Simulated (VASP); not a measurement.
Data:

```yaml
crystal:
  lattice:
    - [0.00000, 1.80441, 1.80441]
    - [1.80441, 0.00000, 1.80441]
    - [1.80441, 1.80441, 0.00000]
  atoms:
    - { symbol: C, position: [0.00000, 0.00000, 0.00000] }
    - { symbol: C, position: [0.25000, 0.25000, 0.25000] }
```

The numbers are results of PBE GGA, VASP's PBE PAW potentials (set 64) (plane waves; VASP), not measurements. Numerical set-up: 520 eV cut-off, 13×13×13 Γ-centred mesh, Gaussian smearing of 0.050 eV, potentials C.

Task: Give the stress tensor in GPa (positive for a compressed cell).

Result: 
```
-12.17    0.00    0.00
  0.00  -12.17    0.00
  0.00    0.00  -12.17
```
The pressure is its mean diagonal, -12.17 GPa.

The compound is C in the diamond structure. This cell is one point of a volume scan, at 1.03 of the reference volume.
